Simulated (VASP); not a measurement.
# In3SbO4 (P4/mmm) in VASP: notebook

One crystal, In3SbO4, is run at these levels: PBE; tasks: relaxation of cell and atoms.

Program: VASP 6.6.1. These are calculated values, not measurements. Logs are shortened: lines on timing, memory, paths and dates and some standing lists are left out, and cuts for length are marked.

**1. Starting point**

It takes space group P4/mmm (No. 123, tetragonal). The conventional cell has a = 3.898 Å, b = 3.898 Å, c = 8.516 Å, α = 90.00°, β = 90.00°, γ = 90.00°. Around In (site symmetry 4mm) lie 4 O at 2.14 Å. In (site symmetry 4/mmm) has 8 O at 2.36 Å as nearest neighbours. Sb (site symmetry 4/mmm) is surrounded by 8 In at 3.43 Å and 8 O at 3.52 Å and 4 Sb at 3.90 Å. O (site symmetry 2mm) is surrounded by 4 In at 2.14 to 2.36 Å.

The cell was built by a generator and needn't be a form met in nature.

**2. Relaxation of cell and atoms, PBE**

INCAR reads:

```
  ALGO = Normal
  EDIFF = 1E-6
  EDIFFG = -0.01
  ENCUT = 520
  GGA = PE
  IBRION = 2
  ISIF = 3
  ISMEAR = 0
  KPAR = 4
  LASPH = True
  LCHARG = False
  LREAL = False
  LWAVE = False
  NELM = 120
  NSW = 90
  PREC = Accurate
  SIGMA = 0.1
```

KPOINTS reads:

```
k-points
0
Gamma
  8 8 4
```

POSCAR reads:

```
In3SbO4
1.0
    3.8980000000      0.0000000000      0.0000000000
    0.0000000000      3.8980000000      0.0000000000
    0.0000000000      0.0000000000      8.5160000000
In Sb O
3 1 4
Direct
    0.5000000000      0.5000000000      0.2611554700
    0.5000000000      0.5000000000      0.7388445300
    0.0000000000      0.0000000000      0.0000000000
    0.0000000000      0.0000000000      0.5000000000
    0.0000000000      0.5000000000      0.1562940300
    0.5000000000      0.0000000000      0.1562940300
    0.0000000000      0.5000000000      0.8437059700
    0.5000000000      0.0000000000      0.8437059700
```

Potentials or basis: VASP PAW PBE potentials, release 64 (In_d, Sb, O).

Command:

```console
cat potpaw_PBE.64/In_d/POTCAR potpaw_PBE.64/Sb/POTCAR potpaw_PBE.64/O/POTCAR > POTCAR
mpirun -np 4 vasp_std > vasp.out
```

OUTCAR:

```text
EDIFF = 1E-6
   EDIFFG = -0.01
   ENCUT = 520
   GGA = PE
   IBRION = 2
   ISIF = 3
   ISMEAR = 0
   LASPH = True
   LREAL = False
   NELM = 120
   NSW = 90
   PREC = Accurate

 ion  position               nearest neighbor table
   1  0.500  0.500  0.261-   5 2.14   6 2.14   6 2.14   5 2.14   4 3.43   4 3.43   4 3.43   4 3.43
                             3 3.54   3 3.54   3 3.54   3 3.54
   2  0.500  0.500  0.739-   7 2.14   8 2.14   8 2.14   7 2.14   4 3.43   4 3.43   4 3.43   4 3.43
                             3 3.54   3 3.54   3 3.54   3 3.54
   3  0.000  0.000  0.000-   5 2.36   6 2.36   7 2.36   8 2.36   5 2.36   7 2.36   6 2.36   8 2.36
                             1 3.54   2 3.54   1 3.54   2 3.54   1 3.54   2 3.54   1 3.54   2 3.54
   4  0.000  0.000  0.500-   1 3.43   2 3.43   1 3.43   2 3.43   1 3.43   2 3.43   1 3.43   2 3.43

   5  0.000  0.500  0.156-   1 2.14   1 2.14   3 2.36   3 2.36
   6  0.500  0.000  0.156-   1 2.14   1 2.14   3 2.36   3 2.36
   7  0.000  0.500  0.844-   2 2.14   2 2.14   3 2.36   3 2.36
   8  0.500  0.000  0.844-   2 2.14   2 2.14   3 2.36   3 2.36

  LATTYP: Found a simple tetragonal cell.
 ALAT       =     3.8980000000
 C/A-ratio  =     2.1847101077

  Lattice vectors:

 A1 = (   3.8980000000,   0.0000000000,   0.0000000000)
 A2 = (   0.0000000000,   3.8980000000,   0.0000000000)
 A3 = (   0.0000000000,   0.0000000000,   8.5160000000)

Analysis of symmetry for initial positions (statically):
=====================================================================
 Subroutine PRICEL returns:
 Original cell was already a primitive cell.

 Routine SETGRP: Setting up the symmetry group for a
 simple tetragonal supercell.

 Subroutine GETGRP returns: Found 16 space group operations
 (whereof 16 operations were pure point group operations)
 out of a pool of 16 trial point group operations.

The static configuration has the point symmetry D_4h.

Analysis of symmetry for dynamics (positions and initial velocities):
=====================================================================
 Subroutine PRICEL returns:
 Original cell was already a primitive cell.

 Routine SETGRP: Setting up the symmetry group for a
 simple tetragonal supercell.

 Subroutine GETGRP returns: Found 16 space group operations
 (whereof 16 operations were pure point group operations)
 out of a pool of 16 trial point group operations.

The dynamic configuration has the point symmetry D_4h.

 Subroutine INISYM returns: Found 16 space group operations
 (whereof 16 operations are pure point group operations),
 and found     1 'primitive' translations

----------------------------------------------------------------------------------------

                                     Primitive cell

  volume of cell :     129.3955

  direct lattice vectors                    reciprocal lattice vectors
     3.898000000  0.000000000  0.000000000     0.256541816  0.000000000  0.000000000
     0.000000000  3.898000000  0.000000000     0.000000000  0.256541816  0.000000000
     0.000000000  0.000000000  8.516000000     0.000000000  0.000000000  0.117426022

  length of vectors
     3.898000000  3.898000000  8.516000000     0.256541816  0.256541816  0.117426022

  position of ions in fractional coordinates (direct lattice)
     0.500000000  0.500000000  0.261155470
     0.500000000  0.500000000  0.738844530
     0.000000000  0.000000000  0.000000000
     0.000000000  0.000000000  0.500000000
     0.000000000  0.500000000  0.156294030
     0.500000000  0.000000000  0.156294030
     0.000000000  0.500000000  0.843705970
     0.500000000  0.000000000  0.843705970

  ion indices of the primitive-cell ions
   primitive index   ion index
                 1           1
                 2           2
                 3           3
                 4           4
                 5           5
                 6           6
                 7           7
                 8           8

----------------------------------------------------------------------------------------

 KPOINTS: k-points

Automatic generation of k-mesh.
 Grid dimensions read from file:
 generate k-points for:    8    8    4

 Generating k-lattice:

  Cartesian coordinates                     Fractional coordinates (reciprocal lattice)
     0.032067727  0.000000000  0.000000000     0.125000000  0.000000000  0.000000000
     0.000000000  0.032067727  0.000000000     0.000000000  0.125000000  0.000000000
     0.000000000  0.000000000  0.029356505     0.000000000  0.000000000  0.250000000

  Length of vectors
     0.032067727  0.032067727  0.029356505

  Shift w.r.t. Gamma in fractional coordinates (k-lattice)
     0.000000000  0.000000000  0.000000000

 Subroutine IBZKPT returns following result:
 ===========================================

 Found     45 irreducible k-points:

 Following reciprocal coordinates:
            Coordinates               Weight
  0.000000  0.000000  0.000000      1.000000
  0.125000  0.000000  0.000000      4.000000
  0.250000  0.000000  0.000000      4.000000
  0.375000  0.000000  0.000000      4.000000
  0.500000  0.000000  0.000000      2.000000
  0.125000  0.125000  0.000000      4.000000
[... 16 lines left out ...]
  0.375000  0.125000  0.250000     16.000000
  0.500000  0.125000  0.250000      8.000000
 [... further k-points ...]
   k-points           NKPTS =     45   k-points in BZ     NKDIM =     45   number of bands    NBANDS=     40
   number of dos      NEDOS =    301   number of ions     NIONS =      8
   total plane-waves  NPLWV =  57600
   dimension x,y,z NGX =    30 NGY =   30 NGZ =   64
   dimension x,y,z NGXF=    60 NGYF=   60 NGZF=  128
   ions per type =               3   1   4
   NGX,Y,Z   is equivalent  to a cutoff of  12.79, 12.79, 12.49 a.u.
   NGXF,Y,Z  is equivalent  to a cutoff of  25.59, 25.59, 24.99 a.u.
 SYSTEM =  unknown system
   PREC   = accura    normal or accurate (medium, high low for compatibility)
   ISTART =      0    job   : 0-new  1-cont  2-samecut
   ICHARG =      2    charge: 1-file 2-atom 10-const
   ISPIN  =      1    spin polarized calculation?
   LNONCOLLINEAR =      F non collinear calculations
   LSORBIT =      F    spin-orbit coupling
   LASPH  =      T    aspherical Exc in radial PAW
   ENCUT  =  520.0 eV  38.22 Ry    6.18 a.u.   7.25  7.25 15.83*2*pi/ulx,y,z
   NELM   =    120;   NELMIN=  2; NELMDL= -5     # of ELM steps
   EDIFF  = 0.1E-05   stopping-criterion for ELM
   LREAL  =      F    real-space projection
   EDIFFG = -.1E-01   stopping-criterion for IOM
   NSW    =     90    number of steps for IOM
   IBRION =      2    ionic relax: 0-MD 1-quasi-New 2-CG
   NFREE  =      1    steps in history (QN), initial steepest desc. (CG)
   ISIF   =      3    stress and relaxation
   ISYM   =      2    0-nonsym 1-usesym 2-fastsym
   POTIM  = 0.5000    time-step for ionic-motion
   TEBEG  =    0.0;   TEEND  =   0.0 temperature during run
   PSTRESS=    0.0 pullay stress
   NELECT =      68.0000    total number of electrons
   NUPDOWN=      -1.0000    fix difference up-down
   EMIN   =  10.00;   EMAX   =-10.00  energy-range for DOS
   EFERMI =   0.00;   METHOD = LEGACY
   ISMEAR =     0;   SIGMA  =   0.10  broadening in eV -4-tet -1-fermi 0-gaus
   EFERMI_NEDOS =   21; number of points for ismear=-14 and -15
   IALGO  =     38    algorithm
   IMIX   =      4    mixing-type and parameters
     AMIX     =   0.40;   BMIX     =  1.00
     AMIX_MAG =   1.60;   BMIX_MAG =  1.00
  volume/ion in A,a.u.               =      16.17       109.15
  Fermi-wavevector in a.u.,A,eV,Ry     =   1.321107  2.496530 23.746574  1.745324
  Thomas-Fermi vector in A             =   2.450885
   LORBIT       =      0    0 simple, 1 ext, 2 COOP (PROOUT), +10 PAW based schemes
   GGA     = PE    functional components
   LHFCALC =     F    Hartree Fock is set to
   AEXX    =    0.0000 exact exchange contribution
   IVDW    =     0    specifies the selected vdW correction
   LEPSILON=     F    determine dielectric tensor
   LRPA    =     F    only Hartree local field effects (RPA)
 conjugate gradient relaxation of ions
 non-spin polarized calculation
 Gauss-broadening in eV      SIGMA  =   0.10
  energy-cutoff  :      520.00
  volume of cell :      129.40
 maximum number of plane-waves:      3504
 NGX is ok and might be reduce to    30
   NGX = 15   NGY = 15   NGZ = 31

--------------------------------------- Ionic step        1  -------------------------------------------

 number of electron      67.9999985 magnetization

 Free energy of the ion-electron system (eV)
  ---------------------------------------------------
  ext. energy  EPLUGINS =         0.00000000
  ---------------------------------------------------
  free energy    TOTEN  =       -38.74269098 eV

  energy without entropy =      -38.72297775  energy(sigma->0) =      -38.73283436

------------------------ aborting loop because EDIFF is reached ----------------------------------------

  FORCE on cell =-STRESS in cart. coord.  units (eV):
  Direction    XX          YY          ZZ          XY          YZ          ZX
  --------------------------------------------------------------------------------------
  -------------------------------------------------------------------------------------
  Total       -0.3817195     -0.3817195      0.3221662      0.0000000      0.0000000      0.0000000
  in kB       -4.7264557     -4.7264557      3.9890667      0.0000000      0.0000000      0.0000000
  external PRESSURE =      -1.8212816 kB  Pullay stress =       0.0000000 kB
[... 107 lines left out ...]
  FREE ENERGIE OF THE ION-ELECTRON SYSTEM (eV)
  ---------------------------------------------------
  free  energy   TOTEN  =       -38.7462747105 eV

  energy  without entropy=      -38.7265218944  energy(sigma->0) =      -38.73639830

[... ionic steps 4 to 13 ...]

--------------------------------------- Ionic step       14  -------------------------------------------

 number of electron      68.0000012 magnetization

------------------------ aborting loop because EDIFF is reached ----------------------------------------

  FORCE on cell =-STRESS in cart. coord.  units (eV):
  Direction    XX          YY          ZZ          XY          YZ          ZX
  --------------------------------------------------------------------------------------
  -------------------------------------------------------------------------------------
  Total        0.0534416      0.0534416      0.0134644      0.0000000      0.0000000      0.0000000
  in kB        0.6354034      0.6354034      0.1600874      0.0000000      0.0000000      0.0000000
  external PRESSURE =       0.4769647 kB  Pullay stress =       0.0000000 kB
[... 69 lines left out ...]
  energy  without entropy=      -38.7659382696  energy(sigma->0) =      -38.77468466

--------------------------------------- Ionic step       16  -------------------------------------------

 number of electron      68.0000012 magnetization

 Free energy of the ion-electron system (eV)
  ---------------------------------------------------
  ext. energy  EPLUGINS =         0.00000000
  ---------------------------------------------------
  free energy    TOTEN  =       -38.78343132 eV

  energy without entropy =      -38.76593794  energy(sigma->0) =      -38.77468463

 E-fermi :   5.7831     XC(G=0): -10.3577

 val. band max:        5.7706557956   @ k =   0.5000   0.2500   0.5000
 cond. band min:       5.8119950863   @ k =   0.1250   0.0000   0.5000
 fundamental gap:      0.0413392907
 Fermi energy:         5.7830503136

 k-point     1 :       0.0000    0.0000    0.0000
  band No.  band energies     occupation
      1     -12.4741      2.00000
      2     -11.9724      2.00000
      3     -11.5397      2.00000
      4     -11.1344      2.00000
      5      -7.8446      2.00000
      6      -7.8446      2.00000
[... 1021 lines left out ...]
     39      11.8642      0.00000
     40      12.4755      0.00000

 [... further k-points ...]

------------------------ aborting loop because EDIFF is reached ----------------------------------------

  FORCE on cell =-STRESS in cart. coord.  units (eV):
  Direction    XX          YY          ZZ          XY          YZ          ZX
  --------------------------------------------------------------------------------------
  -------------------------------------------------------------------------------------
  Total       -0.0026073     -0.0026073     -0.0364470      0.0000000      0.0000000     -0.0000000
  in kB       -0.0309810     -0.0309810     -0.4330758      0.0000000      0.0000000     -0.0000000
  external PRESSURE =      -0.1650126 kB  Pullay stress =       0.0000000 kB
[... 23 lines left out ...]
  FREE ENERGIE OF THE ION-ELECTRON SYSTEM (eV)
  ---------------------------------------------------
  free  energy   TOTEN  =       -38.7834313185 eV

  energy  without entropy=      -38.7659379420  energy(sigma->0) =      -38.77468463

 reached required accuracy - stopping structural energy minimisation
```

Run time: 4.9 min. Hardware: 4 MPI ranks of Intel Xeon 6975P-C (Granite Rapids), shared host; peak memory 0.36 GiB.

Results:

```
Free energy                            : -38.7834 eV
Relaxed volume                         : 16.85 Å³/atom
Relaxed cell                           : a = 3.876 Å, b = 3.876 Å, c = 8.976 Å, α = 90.00°, β = 90.00°, γ = 90.00°
Space group after relaxing (to 0.05 Å) : P4/mmm (No. 123)
Energy gained by relaxing              : 5.1 meV/atom
Ionic steps                            : 16
Pressure after relaxing                : 0.0 GPa
Largest force after relaxing           : 0.008 eV/Å
Band gap on the k mesh                 : none (metal or under the smearing width)
```

Forces in eV/Å, atoms in the order of the input:
```
In   0.000  0.000  0.008
In   0.000  0.000 -0.008
In   0.000  0.000  0.000
Sb   0.000  0.000  0.000
O    0.000  0.000  0.001
O    0.000  0.000  0.001
O    0.000  0.000 -0.001
O    0.000  0.000 -0.001
```

The path:
| step | energy change (eV) | largest force (eV/Å) | pressure (GPa) | volume (Å³) |
| --- | --- | --- | --- | --- |
| 1 | 0.0000 | 0.1918 | -0.18 | 129.40 |
| 2 | -0.0035 | 0.0693 | 0.46 | 129.05 |
| 3 | -0.0036 | 0.0666 | 0.57 | 128.99 |
| 4 | -0.0067 | 0.0866 | 0.38 | 129.51 |
| 5 | -0.0128 | 0.1442 | -0.16 | 131.05 |
| 6 | -0.0133 | 0.2557 | -1.10 | 134.16 |
| 7 | -0.0153 | 0.1937 | -0.57 | 132.42 |
| 8 | -0.0176 | 0.1947 | -0.52 | 132.58 |
| 9 | -0.0238 | 0.1990 | -0.38 | 133.06 |
| 10 | -0.0310 | 0.2141 | -0.04 | 134.00 |
| 11 | -0.0317 | 0.2207 | 0.08 | 134.36 |
| 12 | -0.0377 | 0.1262 | -0.12 | 134.75 |
| 13 | -0.0402 | 0.0258 | -0.37 | 135.23 |
| 14 | -0.0407 | 0.0181 | 0.05 | 134.75 |
| 15 | -0.0407 | 0.0108 | -0.01 | 134.83 |
| 16 | -0.0407 | 0.0081 | -0.02 | 134.84 |

Final structure:
```
In Sb O
1.0
     3.87584    0.00000    0.00000
     0.00000    3.87584    0.00000
     0.00000    0.00000    8.97589
In Sb O
3 1 4
Direct
  0.50000 0.50000 0.24584
  0.50000 0.50000 0.75416
  0.00000 0.00000 0.00000
  0.00000 0.00000 0.50000
  0.00000 0.50000 0.14845
  0.50000 0.00000 0.14845
  0.00000 0.50000 0.85155
  0.50000 0.00000 0.85155
```

The run has no spin-orbit coupling, so splittings on Sb are missing.

(Continued in part 2 of 2.)
